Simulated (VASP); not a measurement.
Computed with PBE GGA, VASP's PBE PAW potentials (set 64) (plane waves; VASP 6.6.1).

VASP ran on this input.

**POSCAR**
```
Cr
1.0
  2.8800000000   0.0000000000   0.0000000000
  0.0000000000   2.8800000000   0.0000000000
  0.0000000000   0.0000000000   2.8800000000
Cr
2
Cartesian
  0.0000000000   0.0000000000   0.0000000000
  1.4400000000   1.4400000000   1.4400000000
```

INCAR:
```
# general
SYSTEM   =  Cr
PREC     =  Accurate
ENCUT    =  400   # plane-wave cut-off (eV)
LREAL    =  .FALSE.   # projection in real space or not
LASPH    =  .TRUE.   # aspherical one-centre terms

# electronic loop
EDIFF    =  1E-6
NELM     =  100
ALGO     =  Normal   # blocked Davidson
LMAXMIX  =  4   # l cut-off of mixed one-centre charges

# smearing
ISMEAR   =  1   # Methfessel-Paxton
SIGMA    =  0.1

# functional
GGA      =  PE   # PBE

# spin
ISPIN    =  2
MAGMOM   =  1.5 -1.5
NUPDOWN  =  0

# ions
ISIF     =  2   # forces and stress, cell fixed

# output
LWAVE    =  .FALSE.
LCHARG   =  .FALSE.
LORBIT   =  10
```

**KPOINTS**
```
Automatic mesh
0
Gamma
11 11 11
0 0 0
```

POTCAR, in this order: Cr_pv (PBE.64 set). Program: vasp_std.

**Question.** What will the output report for the number of irreducible k-points (NKPTS), number of bands (NBANDS), largest plane-wave count, number of space-group operations, FFT grid (NGX, NGY, NGZ)?

**Answer.** 
| Property | Result |
|---|---|
| number of irreducible k-points (NKPTS) | 56 |
| number of bands (NBANDS) | 16 |
| largest plane-wave count | 461 |
| number of space-group operations | 48 |
| FFT grid (NGX, NGY, NGZ) | 20 × 20 × 20 |

The compound is Cr in the bcc, AFM order structure. The cell was not relaxed at this level. The run is one of a series of settings (NUPDOWN = 0 against the base run), some of them coarse on purpose.
